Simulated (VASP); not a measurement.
A VASP calculation is set up with these files.

File POSCAR:
```
Sr3Pt
1
    5.1629830000     0.0000000000     0.0000000000
    0.0000000000     5.1629830000     0.0000000000
    0.0000000000     0.0000000000     5.1629830000
Sr Pt
3 1
Direct
  0.0000000000   0.5000000000   0.5000000000
  0.5000000000   0.5000000000   0.0000000000
  0.5000000000   0.0000000000   0.5000000000
  0.0000000000   0.0000000000   0.0000000000
```

**INCAR**
```
! general
SYSTEM =Sr3Pt
PREC   =Accurate
ENCUT  =300
LREAL  =F
LASPH  =T

! electronic loop
EDIFF  =1E-6
NELM   =100
ALGO   =Normal
LMAXMIX=6

! smearing
ISMEAR =0
SIGMA  =0.05

! functional
GGA    =PE

! ions
ISIF   =2

! output
LWAVE  =F
LCHARG =F
```

File KPOINTS:
```
kpoints
0
Gamma
 4 4 4
```

POTCAR, in this order: Sr_sv Pt (PBE.64 set). Program: vasp_std.

### Question
Write an equivalent input for Quantum ESPRESSO's pw.x.

### Answer
One equivalent input (not run):
```
&CONTROL
  calculation = 'scf'
  pseudo_dir = './pseudo'
  outdir = './out'
  tprnfor = .true.
  tstress = .true.
/
&SYSTEM
  ibrav = 0
  nat = 4
  ntyp = 2
  ecutwfc = 84
  occupations = 'smearing'
  smearing = 'gaussian'
  degauss = 0.003675
  input_dft = 'pbe'
/
&ELECTRONS
  conv_thr = 7.3e-08
  electron_maxstep = 100
/
ATOMIC_SPECIES
  Sr 87.620 Sr.upf
  Pt 195.084 Pt.upf
CELL_PARAMETERS angstrom
     5.1629830    0.0000000    0.0000000
     0.0000000    5.1629830    0.0000000
     0.0000000    0.0000000    5.1629830
ATOMIC_POSITIONS crystal
  Sr   0.0000000  0.5000000  0.5000000
  Sr   0.5000000  0.5000000  0.0000000
  Sr   0.5000000  0.0000000  0.5000000
  Pt   0.0000000  0.0000000  0.0000000
K_POINTS automatic
  4 4 4 0 0 0
```
What does not carry over: the potentials are each code's own (VASP's PAW set, PseudoDojo norm-conserving files in pw.x), so ENCUT and ecutwfc are chosen apart and not converted; conv_thr bounds pw.x's estimated SCF error, while EDIFF bounds the energy change between steps.

The structure was generated: Sr3Pt was put into an ordered model structure, which need not be its known phase. The cell was not relaxed at this level, and its volume differs by -5.9 % from the start's. The k-mesh is coarse (spacing up to 0.30 per Å, 2π included), so the numbers may not be converged in it.
